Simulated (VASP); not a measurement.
Here is a VASP 6.6.1 calculation.

File INCAR:

```
PREC     = Normal         # precision mode
ENCUT    = 520            # plane-wave cutoff, eV
EDIFF    = 1E-4           # SCF threshold, eV
ISMEAR   = 0              # smearing method
SIGMA    = 0.15           # smearing width, eV
LREAL    = False          # projectors in reciprocal space
LASPH    = True           # aspherical terms in the spheres
NELM     = 60             # most SCF steps
ALGO     = Fast           # electronic algorithm
ISIF     = 3              # what is computed and relaxed
LWAVE    = False          # write WAVECAR
LCHARG   = False          # write CHGCAR
GGA      = PE             # functional
IBRION   = 2              # ionic algorithm
NSW      = 24             # ionic steps
EDIFFG   = -0.08          # ionic threshold
```

File KPOINTS:

```
Automatic mesh
0
Gamma
  4 4 2
```

Contents of POSCAR:

```
Cd2CuO3
1.0
    4.2122670800      0.0000000000      0.0000000000
   -2.1061335400      3.6479303000      0.0000000000
    0.0000000000      0.0000000000      6.9915158200
Cd Cu O
2 1 3
Direct
    0.3333333300      0.6666666700      0.0000000000
    0.6666666700      0.3333333300      0.0000000000
    0.0000000000      0.0000000000      0.5000000000
    0.5000000000      0.0000000000      0.5000000000
    0.0000000000      0.5000000000      0.5000000000
    0.5000000000      0.5000000000      0.5000000000
```

Potentials or basis: VASP PAW PBE potentials, release 64 (Cd, Cu, O).

The run is started by

```console
$ cat potpaw_PBE.64/Cd/POTCAR potpaw_PBE.64/Cu/POTCAR potpaw_PBE.64/O/POTCAR > POTCAR
$ mpirun -np 1 vasp_std > vasp.out
```

**Question.** Predict the relaxed volume.

**Answer.** 13.43 Å³/atom.

**Question.** Predict the band gap on the k mesh.

**Answer.** None (metal or under the smearing width).

**Question.** Predict the relaxed cell.

**Answer.** a = 5.230 Å, b = 5.230 Å, c = 3.402 Å, α = 90.00°, β = 90.00°, γ = 120.00°.

Final structure:
```yaml
crystal:
  lattice:
    - [5.23050, 0.00000, 0.00000]
    - [-2.61525, 4.52974, 0.00000]
    - [0.00000, 0.00000, 3.40193]
  atoms:
    - { symbol: Cd, position: [0.33333, 0.66667, 0.00000] }
    - { symbol: Cd, position: [0.66667, 0.33333, 0.00000] }
    - { symbol: Cu, position: [0.00000, 0.00000, 0.50000] }
    - { symbol: O, position: [0.50000, 0.00000, 0.50000] }
    - { symbol: O, position: [0.00000, 0.50000, 0.50000] }
    - { symbol: O, position: [0.50000, 0.50000, 0.50000] }
```

Caveat: the k mesh is coarse (spacing up to 0.45 Å⁻¹), so the values aren't converged; the volume moved by over 15 % at a fixed basis, so the end points are rough; an odd number of electrons without spin polarisation forces a metal; a magnetic or distorted state may lie lower; the run has no spin polarisation, though such a crystal can be magnetic; semilocal functionals often make such compounds metallic where correlation or magnetic order opens a gap, which also shifts bond lengths. With open d or f shells a metallic result of PBE can be an artefact of self-interaction; +U or a hybrid may open a gap.
